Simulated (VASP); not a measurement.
Energy against volume of Ag (fcc). Method: optB86b-vdW, VASP's PBE PAW potentials (set 64) (plane waves; VASP). Settings: 520 eV cut-off, 15×15×15 Γ-centred mesh, first-order Methfessel-Paxton smearing of 0.10 eV, potentials Ag.

```
V (Å³/atom)  E (eV/atom)
-----------  -----------
16.078           0.24066
16.591           0.22256
17.104           0.21715
17.618           0.22213
```

Task: Fit these four points and predict the energy of the run at 18.131 Å³/atom.

Result: A cubic in V^(−2/3), the third-order Birch-Murnaghan form, passes through the four points with V0 = 17.10 Å³/atom and B0 = 108 GPa, and gives 0.2356 eV/atom there. The run gave 0.2355 eV/atom, -0.1 meV/atom from the fit; all five points give B0 = 108 GPa.

The compound is Ag in the fcc structure. It was relaxed first.
